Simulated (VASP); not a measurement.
The system is Pt.

```
Pt
1.0
     0.00000    1.96090    1.96090
     1.96090    0.00000    1.96090
     1.96090    1.96090    0.00000
Pt
1
Direct
  0.00000 0.00000 0.00000
```

- Program: VASP 6.6.1
- Task: relaxation of cell and atoms
- Functional: RPBE
- Potentials or basis: VASP PAW PBE potentials, release 64 (Pt)
- Cutoff: 600 eV
- k mesh: 16 × 16 × 16
- Occupations: methfessel-paxton, width 0.1 eV
- Spin: no spin polarisation

At the start: pressure 13.7 GPa; volume 15.08 Å³/atom.

Q: How do energy, volume and symmetry change on relaxing?

A: Over 4 steps the energy falls by 31.8 meV/atom and the volume is 15.87 Å³/atom (+5.3 %); space group Fm-3m (No. 225, to 0.05 Å).

Step by step:
```csv
step,energy change (eV),largest force (eV/Å),pressure (GPa),volume (Å³)
1,0.0000,0.0000,13.67,15.08
2,0.1334,0.0000,-20.86,18.07
3,-0.0317,0.0000,-0.61,15.91
4,-0.0318,0.0000,-0.07,15.87
```

Final structure:
```
CELL_PARAMETERS angstrom
0.00000 1.99474 1.99474
1.99474 0.00000 1.99474
1.99474 1.99474 0.00000
ATOMIC_POSITIONS crystal
Pt 0.00000 0.00000 0.00000
```

Caveat: the PAW data sets were made with another functional, which shifts forces and pressure a little.
